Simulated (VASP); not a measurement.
```yaml
crystal:
  lattice:
    - [0.00000, 2.62033, 2.62033]
    - [2.62033, 0.00000, 2.62033]
    - [2.62033, 2.62033, 0.00000]
  atoms:
    - { symbol: Li, position: [0.00000, 0.00000, 0.00000] }
    - { symbol: Cl, position: [0.50000, 0.50000, 0.50000] }
```

Level of theory: revPBE GGA, VASP's PBE PAW potentials (set 64) (plane waves; VASP). Run with 520 eV cut-off, Gaussian smearing of 0.050 eV, potentials Li_sv Cl.

Problem. Predict the band gap (along the path) with the smallest direct gap where there is one.

Solution. 
- band gap (along the path) = 6.20 eV
- smallest direct gap (along the path) = 6.20 eV

The absolute energy has meaning only against runs of the same code, potentials and settings.

The compound is LiCl in the rock salt structure. It was relaxed first, which changed the volume by +6 %.
